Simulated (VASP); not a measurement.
# KBr: energy against volume

KBr (rock salt, Fm-3m, 37.617 Å³/atom and stress up to 0.05 GPa in the relaxed cell, cube axes along x, y and z) under an equal strain ε along all three axes. PBE in VASP (plane waves, PAW), 480 eV, 8×8×8 Γ-centred mesh, Gaussian smearing 0.05 eV; ions are relaxed, or left where forces stay under 0.02 eV/Å, within the symmetry of each cell.

Here V stands for volume and E for E less E0.

```
volume (Å³/atom)  E less E0 (meV/atom)  pressure (GPa)
----------------  --------------------  --------------
35.4047                           7.23            1.01
35.9494                           4.18            0.74
36.4996                           1.99            0.49
37.0555                           0.61            0.26
37.6169                           0.00            0.05
38.1840                           0.12           -0.15
38.7567                           0.91           -0.33
39.3352                           2.36           -0.50
39.9194                           4.42           -0.66
41.1050                              ?               ?
```

Taking the third-order Birch-Murnaghan form, a cubic in V^(-2/3) for E over the 9 complete rows: With u = V^(-2/3) - 0.0891, the rows have u = 0.0036455, 0.0027062, 0.0017813, 0.0008701, -0.0000273, -0.0009114, -0.0017823, -0.0026406, -0.0034862. Least squares gives E = 0.008 + 296.1·u + 454858·u² + 2010810·u³. Residuals (row less fit): 0.000, 0.000, 0.000, -0.001, 0.000, 0.006, -0.004, -0.001, 0.001; standard error 0.003 (degrees of freedom: 5). Its minimum lies at u = -0.0003262, so V0 = (0.0887738)^(-3/2) = 37.81. There d²E/du² = 905800 and d³E/du³ = 1.206e7, so B0 = (4/9) × 37.81^(-7/3) × 905800 × 0.160218 = 13.4 GPa (the last factor turns the table's units into GPa), and B0' = 4 + (2/3) × 0.0887738 × (1.206e7)/905800 = 4.8. B0' rests on the cubic coefficient alone and has a standard error of 0.1 from these residuals.

Estimate the missing E (V = 41.1050); what did the run itself give?

u = -0.0051404, so E = 0.008 + 296.1 × (-0.0051404) + 454858 × (-0.0051404)² + 2010810 × (-0.0051404)³ = 10.232 meV/atom. The calculation gives 10.23 meV/atom, which the fit meets to the printed digits. The row lies outside the fitted rows, so this is an extrapolation. The scatter of the fitted rows lies at the last printed digit.

Other structures, which can take over under pressure, weren't tried. The same form fitted to the pressure column gives B0' = 4.8; series where the two differ by over 0.4 aren't shown. Rows are the converged runs of the series near zero and its far end, less any whose ions stayed unrelaxed beside relaxed ones; series whose fitted rows scatter by over a few per cent of the range, as at a crossing or softening among them, aren't shown in this form.
